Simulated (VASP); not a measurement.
Consider the following.

```
CELL_PARAMETERS angstrom
      4.86832    -8.43217     0.00000
      4.86832     8.43217     0.00000
      0.00000     0.00000    10.55628
ATOMIC_POSITIONS crystal
  Ga 0.22334 0.11216 0.25063
  Ga 0.11089 0.22231 0.99979
  Ga 0.21955 0.10909 0.75004
  Ga 0.11380 0.22431 0.50246
  Ga 0.22191 0.44414 0.24970
  Ga 0.11118 0.55562 0.00049
  Ga 0.22244 0.44454 0.75051
  Ga 0.11102 0.55544 0.49995
  Ga 0.22238 0.77826 0.25055
  Ga 0.11091 0.88848 0.00033
  Ga 0.22196 0.77729 0.75073
  Ga 0.11246 0.88900 0.50162
  Ga 0.55507 0.11219 0.25063
  Ga 0.44443 0.22237 0.99901
  Ga 0.55617 0.10910 0.75013
  Ga 0.55643 0.44637 0.24729
  Ga 0.44441 0.55611 0.00034
  Ga 0.55596 0.44524 0.74969
  Ga 0.44380 0.55815 0.50032
  Ga 0.55568 0.77933 0.25082
  Ga 0.44421 0.88857 0.00033
  Ga 0.55599 0.77755 0.75036
  Ga 0.44308 0.88901 0.50167
  Ga 0.88916 0.11191 0.25067
  Ga 0.77804 0.22234 0.00002
  Ga 0.88883 0.11110 0.75058
  Ga 0.77688 0.22429 0.50240
  Ga 0.88885 0.44420 0.24976
  Ga 0.77829 0.55604 0.00037
  Ga 0.88874 0.44453 0.75047
  Ga 0.78106 0.55824 0.50032
  Ga 0.89016 0.77935 0.25082
  Ga 0.77782 0.88899 0.00080
  Ga 0.88822 0.77760 0.75036
  Ga 0.77827 0.88994 0.49979
  N  0.20243 0.10130 0.43428
  N  0.11112 0.22266 0.18782
  N  0.22101 0.11037 0.93984
  N  0.11088 0.22269 0.68980
  N  0.22370 0.44495 0.43826
  N  0.11120 0.55577 0.18886
  N  0.22257 0.44489 0.93848
  N  0.11094 0.55520 0.68827
  N  0.22181 0.77703 0.43901
  N  0.11175 0.88930 0.18820
  N  0.22207 0.77748 0.93869
  N  0.11007 0.88728 0.68935
  N  0.56526 0.10142 0.43424
  N  0.44530 0.22433 0.18918
  N  0.55609 0.11053 0.93995
  N  0.44363 0.22060 0.71047
  N  0.44443 0.55649 0.18896
  N  0.55629 0.44590 0.93944
  N  0.44491 0.55516 0.68723
  N  0.55550 0.77823 0.43902
  N  0.44404 0.88932 0.18823
  N  0.55578 0.77779 0.93863
  N  0.44385 0.88728 0.68942
  N  0.88964 0.11283 0.43919
  N  0.77793 0.22271 0.18798
  N  0.88872 0.11093 0.93869
  N  0.77837 0.22265 0.68974
  N  0.88788 0.44502 0.43827
  N  0.77861 0.55647 0.18900
  N  0.88899 0.44487 0.93853
  N  0.77696 0.55520 0.68725
  N  0.88929 0.77830 0.43897
  N  0.77799 0.88944 0.18925
  N  0.88860 0.77768 0.93864
  N  0.77785 0.88911 0.68841
  O  0.56880 0.47098 0.43064
```
Cell charge -1.

Level of theory: HSE06 screened hybrid, VASP's PBE PAW potentials (set 64) (plane waves; VASP). Run with PREC = Normal, LREAL = Auto, ISYM = 0, NELECT = 287.0, EDIFF = 1E-5, 400 eV cut-off, 1×1×1 Γ-centred mesh, Gaussian smearing of 0.050 eV, potentials Ga N O. Starting moments (MAGMOM): 71*0.0423. The cell's moment is fixed (NUPDOWN = 3).

The cell is charged, with a uniform compensating background. The supercell is sampled at Γ alone, which is coarse: total energies, pressure and levels can be off, energies of defects by several tenths of an eV.

Q: Estimate the cell moment, energy per atom (σ→0).

A: 
- cell moment: 3.00 μB
- energy per atom (σ→0): -7.238 eV/atom

Q: Give the moment on each site (PAW-sphere projection).

A: 
```csv
site,moment (μB)
Ga1,0.00
Ga2,0.01
Ga3,0.00
Ga4,0.00
Ga5,0.01
Ga6,0.01
Ga7,0.01
Ga8,0.01
Ga9,0.01
Ga10,0.01
Ga11,0.01
Ga12,0.00
Ga13,0.00
Ga14,0.00
Ga15,0.00
Ga16,0.01
Ga17,0.01
Ga18,0.00
Ga19,0.01
Ga20,0.01
Ga21,0.01
Ga22,0.01
Ga23,0.00
Ga24,0.01
Ga25,0.01
Ga26,0.01
Ga27,0.00
Ga28,0.01
Ga29,0.01
Ga30,0.01
Ga31,0.01
Ga32,0.01
Ga33,0.01
Ga34,0.01
Ga35,0.01
N36,0.40
N37,0.02
N38,0.04
N39,0.01
N40,0.01
N41,0.01
N42,0.01
N43,0.01
N44,0.01
N45,0.02
N46,0.01
N47,0.01
N48,0.40
N49,0.02
N50,0.04
N51,0.49
N52,0.01
N53,0.03
N54,0.01
N55,0.03
N56,0.02
N57,0.01
N58,0.01
N59,0.09
N60,0.02
N61,0.01
N62,0.01
N63,0.01
N64,0.01
N65,0.01
N66,0.01
N67,0.03
N68,0.01
N69,0.01
N70,0.01
O71,0.01
```

Only differences to runs with the same potentials and settings are physical.

The cell is a supercell with a defect, built from GaN (wurtzite): O_N-vac_Ga, charge -1. The cell's shape comes from a PBE relaxation.
